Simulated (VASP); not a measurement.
# Bi2S2O with optB86b-vdW: from relaxation to properties, part 2 of 5

Aim: relax Bi2S2O, then compute properties on the relaxed cell. Left out of this account: 1 further run (bands with TB-mBJ: it diverged and was aborted). The start is a computed cell from the Materials Project.

VASP 6.6.1, plane waves and PAW; the level of theory is named at each step.

So far: The structure; Relaxing cell and atoms (optB86b-vdW).

### Step 2. Relaxing cell and atoms (optB86b-vdW) (continued)

Level of this step: optB86b-vdW; plane waves and PAW (Bi_d, S, O) (VASP).

The steps of the relaxation:

| step | energy less that of the first step (eV) | largest force (eV/Å) | pressure (GPa) | volume (Å³) |
| --- | --- | --- | --- | --- |
| 1 | 0.0000 | 0.3756 | 0.46 | 219.68 |
| 2 | -0.0067 | 0.0333 | -0.74 | 221.69 |
| 3 | -0.0082 | 0.0909 | -0.39 | 221.07 |
| 4 | -0.0125 | 0.0511 | -0.17 | 219.99 |
| 5 | -0.0131 | 0.0992 | 0.11 | 218.67 |
| 6 | -0.0135 | 0.0816 | 0.03 | 219.15 |
| 7 | -0.0144 | 0.0354 | 0.01 | 219.04 |
| 8 | -0.0145 | 0.0449 | 0.00 | 218.95 |
| 9 | -0.0147 | 0.0298 | 0.02 | 218.93 |
| 10 | -0.0147 | 0.0232 | 0.02 | 218.93 |
| 11 | -0.0148 | 0.0143 | -0.01 | 219.01 |
| 12 | -0.0149 | 0.0107 | -0.05 | 219.14 |
| 13 | -0.0150 | 0.0144 | 0.01 | 218.86 |
| 14 | -0.0150 | 0.0150 | 0.03 | 218.88 |
| 15 | -0.0150 | 0.0123 | 0.01 | 218.94 |
| 16 | -0.0150 | 0.0026 | -0.01 | 218.92 |

| conventional cell, symmetrised | before | after | change |
| --- | --- | --- | --- |
| a (Å) | 3.954 | 3.965 | +0.3 % |
| b (Å) | 3.954 | 3.965 | +0.3 % |
| c (Å) | 14.051 | 13.926 | -0.9 % |
| volume (Å³/atom) | 21.97 | 21.89 | -0.3 % |

The atoms that moved most (Å, as changes of fractional coordinates times the final cell):

| atom | dx | dy | dz | length |
| --- | --- | --- | --- | --- |
| Bi4 | 0.000 | 0.000 | -0.027 | 0.027 |
| Bi3 | 0.000 | 0.000 | 0.027 | 0.027 |
| Bi2 | 0.000 | 0.000 | -0.024 | 0.024 |
| Bi1 | 0.000 | 0.000 | 0.024 | 0.024 |
| S8 | 0.000 | 0.000 | 0.007 | 0.007 |
| S7 | 0.000 | 0.000 | -0.007 | 0.007 |
| S5 | 0.000 | 0.000 | 0.006 | 0.006 |
| S6 | 0.000 | 0.000 | -0.006 | 0.006 |

Final coordinates:

```xyz
10
Lattice="3.9648 0.0000 0.0000 0.0000 3.9648 0.0000 0.0000 0.0000 13.9264" Properties=species:S:1:pos:R:3 pbc="T T T"
Bi    0.0000    1.9824   12.0908
Bi    1.9824    0.0000    1.8357
Bi    1.9824    0.0000    8.2313
Bi    0.0000    1.9824    5.6951
S     1.9824    0.0000   12.4602
S     0.0000    1.9824    1.4662
S     0.0000    1.9824    9.5673
S     1.9824    0.0000    4.3592
O     0.0000    0.0000    6.9632
O     1.9824    1.9824    6.9632
```

Numbers from this step:

```yaml
electrons: 96
bands: 59
irreducible_k_points: 20
symmetry_operations: 16
free_energy_toten: -27.18 eV
fermi_energy: 5.783 eV
pressure: -0.006141 GPa
metallic: no
valence_top_at_k: 0.4286, 0, 0
conduction_bottom_at_k: 0.4286, 0, 0.5
least_direct_gap_at_k: 0.4286, 0, 0
scf_cycles_over_all_ionic_steps: 107
gap_on_the_k_mesh: 1.094 eV
least_direct_gap_on_the_k_mesh: 1.095 eV
```

It ends with a largest force of 0.003 eV/Å and a pressure of -0.01 GPa.

### Step 3. Density, ELF and potential (optB86b-vdW)

A single point on the relaxed cell gives a clean self-consistent state, with density, ELF and potential written out.

File INCAR:

```
SYSTEM = Bi2S2O
PREC = Accurate
ENCUT = 520
EDIFF = 1E-06
NELM = 100
ISMEAR = 0
SIGMA = 0.05
LREAL = .FALSE.
ALGO = Normal
GGA = MK
AGGAC = 0
LUSE_VDW = .TRUE.
PARAM1 = 0.1234
PARAM2 = 1
LASPH = .TRUE.
NBANDS = 59
LORBIT = 11
LWAVE = .FALSE.
LCHARG = .TRUE.
ISIF = 2
LELF = .TRUE.
LVHAR = .TRUE.
```

File POSCAR:

```
Bi2S2O
1.0
    3.9648120617      0.0000000000      0.0000000000
    0.0000000000      3.9648120617      0.0000000000
    0.0000000000      0.0000000000     13.9264111794
Bi S O
4 4 2
Direct
    0.0000000000      0.5000000000      0.8681890592
    0.5000000000      0.0000000000      0.1318109408
    0.5000000000      0.0000000000      0.5910601621
    0.0000000000      0.5000000000      0.4089398379
    0.5000000000      0.0000000000      0.8947185854
    0.0000000000      0.5000000000      0.1052814146
    0.0000000000      0.5000000000      0.6869864213
    0.5000000000      0.0000000000      0.3130135787
    0.0000000000      0.0000000000      0.5000000000
    0.5000000000      0.5000000000      0.5000000000
```

File KPOINTS:

```
Automatic mesh
0
Gamma
7 7 2
0 0 0
```

PAW data sets: Bi_d, S and O (PBE family, release 64).

Started as:

```bash
mpirun -np 8 vasp_std
```

Output:

```text
[banner, memory and clock lines left out]
running    8 mpi-ranks, on    1 nodes
 distrk:  each k-point on    8 cores,    1 groups
 distr:  one band on    1 cores,    8 groups

 POSCAR found type information on POSCAR BiS O
 POSCAR found :  3 types and      10 ions
 [... a notice as in an earlier step ...]

 [... a notice as in an earlier step ...]

 [... a notice as in an earlier step ...]

 LDA part: xc-table for (Slater+PW92), standard interpolation
|                                                                             |
|           W    W    AA    RRRRR   N    N  II  N    N   GGGG   !!!           |
|           W    W   A  A   R    R  NN   N  II  NN   N  G    G  !!!           |
|           W    W  A    A  R    R  N N  N  II  N N  N  G       !!!           |
|           W WW W  AAAAAA  RRRRR   N  N N  II  N  N N  G  GGG   !            |
|           WW  WW  A    A  R   R   N   NN  II  N   NN  G    G                |
|           W    W  A    A  R    R  N    N  II  N    N   GGGG   !!!           |
|                                                                             |
|     The number of bands has been changed from the values supplied in        |
|     The orbitals not found in the WAVECAR file will be initialized with     |
|     random numbers, which is usually adequate. For correlated               |
|     calculations, however, you should redo the groundstate calculation.     |
|     I found NBANDS = 59. Now, NBANDS = 64.                                  |
|                                                                             |

 POSCAR, INCAR and KPOINTS ok, starting setup
 FFT: planning ... GRIDC
 FFT: planning ... GRID_SOFT
 FFT: planning ... GRID
 WAVECAR not read
 entering main loop
       N       E                     dE             d eps       ncg     rms          rms(c)
DAV:   1     0.119436981489E+04    0.11944E+04   -0.45490E+04  2568   0.170E+03
DAV:   2     0.168631118209E+03   -0.10257E+04   -0.97582E+03  2592   0.481E+02
DAV:   3    -0.188114484289E+02   -0.18744E+03   -0.17604E+03  3008   0.205E+02
DAV:   4    -0.325728095671E+02   -0.13761E+02   -0.13418E+02  3016   0.544E+01
DAV:   5    -0.331621177911E+02   -0.58931E+00   -0.58802E+00  3264   0.119E+01    0.152E+01
DAV:   6    -0.272593134705E+02    0.59028E+01   -0.16866E+01  3760   0.300E+01    0.819E+00
DAV:   7    -0.271514543963E+02    0.10786E+00   -0.37081E+00  2864   0.818E+00    0.572E+00
DAV:   8    -0.271840243883E+02   -0.32570E-01   -0.98125E-01  3024   0.359E+00    0.200E+00
DAV:   9    -0.271777882702E+02    0.62361E-02   -0.65566E-02  3384   0.158E+00    0.417E-01
DAV:  10    -0.271780992148E+02   -0.31094E-03   -0.23273E-02  3160   0.744E-01    0.163E-01
DAV:  11    -0.271782544005E+02   -0.15519E-03   -0.19390E-03  3320   0.182E-01    0.857E-02
DAV:  12    -0.271783909386E+02   -0.13654E-03   -0.44931E-04  3144   0.810E-02    0.369E-02
DAV:  13    -0.271784009934E+02   -0.10055E-04   -0.38155E-05  3280   0.301E-02    0.153E-02
DAV:  14    -0.271784025261E+02   -0.15327E-05   -0.77409E-06  2528   0.129E-02    0.954E-03
DAV:  15    -0.271784029963E+02   -0.47018E-06   -0.19986E-06  2328   0.593E-03
   1 F= -.27178403E+02 E0= -.27178403E+02  d E =-.518427E-12
```

Wall time 32 s (8 MPI ranks of Intel Xeon 6975P-C (Granite Rapids), shared host); peak memory 2.4 GiB; 4.1 min of CPU time.

Parts of OUTCAR (step 3):

```text
  LATTYP: Found a simple tetragonal cell.
 ALAT       =     3.9648120617
 C/A-ratio  =     3.5125022227

 Found     20 irreducible k-points:

   k-points           NKPTS =     20   k-points in BZ     NKDIM =     20   number of bands    NBANDS=     64

   ENCUT  =  520.0 eV  38.22 Ry    6.18 a.u.   7.37  7.37 25.89*2*pi/ulx,y,z

   NELECT =      96.0000    total number of electrons

 E-fermi :   5.8030

 k-point     1 :       0.0000    0.0000    0.0000
  band No.  band energies     occupation
    ...
     44       4.5013      2.00000
     45       4.6197      2.00000
     46       4.7628      2.00000
     47       4.8646      2.00000
     48       4.8646      2.00000
     49       7.1068      0.00000
     50       7.8700      0.00000
     51       9.4778      0.00000
     52       9.6943      0.00000
     53       9.6943      0.00000
    ...

 k-point     2 :       0.1429    0.0000    0.0000
  band No.  band energies     occupation
    ...
     44       4.5719      2.00000
     45       4.5953      2.00000
     46       4.7737      2.00000
     47       4.9056      2.00000
     48       4.9231      2.00000
     49       7.7853      0.00000
     50       8.2427      0.00000
     51       9.0897      0.00000
     52       9.2603      0.00000
     53       9.4285      0.00000
    ...

Total vdW correction in eV:     15.8902046

  Total       -0.0029252     -0.0029252     -0.0313030      0.0000000      0.0000000      0.0000000
  in kB       -0.0214080     -0.0214080     -0.2290932      0.0000000      0.0000000      0.0000000
  external PRESSURE =      -0.0906364 kB  Pullay stress =       0.0000000 kB

  energy-cutoff  :      520.00
  volume of cell :      218.92
      direct lattice vectors                 reciprocal lattice vectors
     3.964812062  0.000000000  0.000000000     0.252218765  0.000000000  0.000000000
     0.000000000  3.964812062  0.000000000     0.000000000  0.252218765  0.000000000
     0.000000000  0.000000000 13.926411179     0.000000000  0.000000000  0.071806009

 POSITION                                       TOTAL-FORCE (eV/Angst)
 -----------------------------------------------------------------------------------
      0.00000      1.98241     12.09076         0.000000      0.000000      0.001462
      1.98241      0.00000      1.83565        -0.000000      0.000000     -0.001462
      1.98241      0.00000      8.23135         0.000000      0.000000     -0.000794
      0.00000      1.98241      5.69506        -0.000000      0.000000      0.000794
      1.98241      0.00000     12.46022         0.000000      0.000000      0.002687
      0.00000      1.98241      1.46619         0.000000      0.000000     -0.002687
      0.00000      1.98241      9.56726         0.000000      0.000000      0.000495
      1.98241      0.00000      4.35916         0.000000     -0.000000     -0.000495
      0.00000      0.00000      6.96321         0.000000      0.000000      0.000000
      1.98241      1.98241      6.96321         0.000000     -0.000000      0.000000
 -----------------------------------------------------------------------------------
    total drift:                                0.000000     -0.000000      0.000000

  FREE ENERGIE OF THE ION-ELECTRON SYSTEM (eV)
  ---------------------------------------------------
  free  energy   TOTEN  =       -27.1784029963 eV

  energy  without entropy=      -27.1784029963  energy(sigma->0) =      -27.17840300

Total vdW correction in eV:     15.8902768

[... 5 parts as in an earlier step ...]

[... 6 further parts left out ...]
```

This step gave:

```
electronic steps : 15
bands            : 64
Fermi energy     : 5.803 eV
pressure         : -0.009064 GPa
```

Valence electrons inside each PAW sphere by angular momentum. Sphere charges, by row:

| atom | s (e) | p (e) | d (e) | tot (e) |
| --- | --- | --- | --- | --- |
| Bi1 | 1.608 | 1.056 | 9.978 | 12.64 |
| Bi2 | 1.608 | 1.056 | 9.978 | 12.64 |
| Bi3 | 1.632 | 0.854 | 10.01 | 12.49 |
| Bi4 | 1.632 | 0.854 | 10.01 | 12.49 |
| S5 | 1.358 | 2.333 | 0 | 3.691 |
| S6 | 1.358 | 2.333 | 0 | 3.691 |
| S7 | 1.353 | 2.351 | 0 | 3.704 |
| S8 | 1.353 | 2.351 | 0 | 3.704 |
| O9 | 1.573 | 3.388 | 0 | 4.961 |
| O10 | 1.573 | 3.388 | 0 | 4.961 |

Valence density in the ac plane at fractional y = 0.000, with atoms of Bi and S and O within 0.2 Å of it. It is the smooth field of the valence electrons, not physical close to the nuclei.

Ten steps, logarithmic in the rise over the least value, from '0' (0.02 × 1e0 e/Å³) to '9' (9.24 × 1e0 e/Å³), each cell a mean:
```
00012333321100
00124555543210
01234542454311
00123455543210
00011222221000
00000000000000
00000000000000
00011233221000
00124677753210
11236899975311
54335788864345
98643334333478
87531100012367
33211000001123
01112333322110
00134554553210
00234542454210
00123455543210
00012344432100
00124677753210
01236899975311
01135788864211
00012344432100
00001111110000
```
Columns run along a (4.0 Å), rows up along c (13.9 Å). Atoms in or near the plane, at fractional coordinates: Bi at (0.50, 0.13), Bi at (0.50, 0.59), S at (0.50, 0.89), S at (0.50, 0.31), O at (0.00, 0.50).

ELF in the ac plane at fractional y = 0.000, with atoms of Bi and S and O within 0.2 Å of it. It is the smooth field of the valence electrons, not physical close to the nuclei.

Ten even steps from '_' (0.02) to '@' (0.86), each cell a mean:
```
____..==**%%@@@@@@%%**--..__
__..==##@@@@@@%%@@@@@@**::__
__..==%%@@%%**==**@@@@##--..
__..--**@@@@@@@@@@@@%%**::__
____..::++##%%%%%%**==::____
__________........__________
______________..____________
______..::==++++++==::..____
____..--++**++++++**++--..__
......==++----**--==++--....
%%##++--====------++==--**##
**%%@@**::::--==--::--##@@##
%%@@%%**::__________--##@@%%
**++--..____......____..==++
____..::++##%%%%%%**==::____
__..==%%@@@@%%##@@@@@@##--__
__::**@@@@@@**==**@@@@%%++..
__..==##%%@@%%%%@@@@%%**--__
____..--==++++**++++==::..__
____..--==++======++==::..__
__..::==++----++--==**==..__
____::==**++======**++--..__
______::--++****++==--..____
________..::::::::....______
```
Columns run along a (4.0 Å), rows up along c (13.9 Å). Atoms in or near the plane, at fractional coordinates: Bi at (0.50, 0.13), Bi at (0.50, 0.59), S at (0.50, 0.89), S at (0.50, 0.31), O at (0.00, 0.50).

Electrostatic potential energy in the ac plane at fractional y = 0.000, with atoms of Bi and S and O within 0.2 Å of it. With pseudopotentials it is smooth inside the atoms' cores, unlike the true potential.

Ten even steps from '0' (-94 eV) to '9' (5 eV), each cell a mean:
```
99999999999999
99998632479999
99997300148999
99999765689999
99999999999999
99999999999999
99999999999999
99999988999999
99997533468999
99985100026899
89986311247999
45899887889974
56899999999986
99999999999999
99999999999999
99998632479999
99997300158999
99999765689999
99999988899999
99997533468999
99985100026899
99986311247999
99999887889999
99999999999999
```
Columns run along a (4.0 Å; values clipped at the 3rd and 97th percentile), rows up along c (13.9 Å). Atoms in or near the plane, at fractional coordinates: Bi at (0.50, 0.13), Bi at (0.50, 0.59), S at (0.50, 0.89), S at (0.50, 0.31), O at (0.00, 0.50).

In this run the pressure is -0.01 GPa, small enough to go on.

(Part 2 of 5 ends here.)

[Lines on the potential files, build, host, timing and source positions are cut from VASP's logs without a mark.]

[Logs are printed without paths, hosts, clocks, repeated set-up lines and the standing remarks that a program may print on its own settings, such as how far it seeks lower states.]

[Hosts, paths, dates, database ids (printed as entryN), source tags and the programs' standing remarks are cut or masked in the printed files.]

[A measured line is paired with the nearest computed mode of its activity, which favours agreement.]
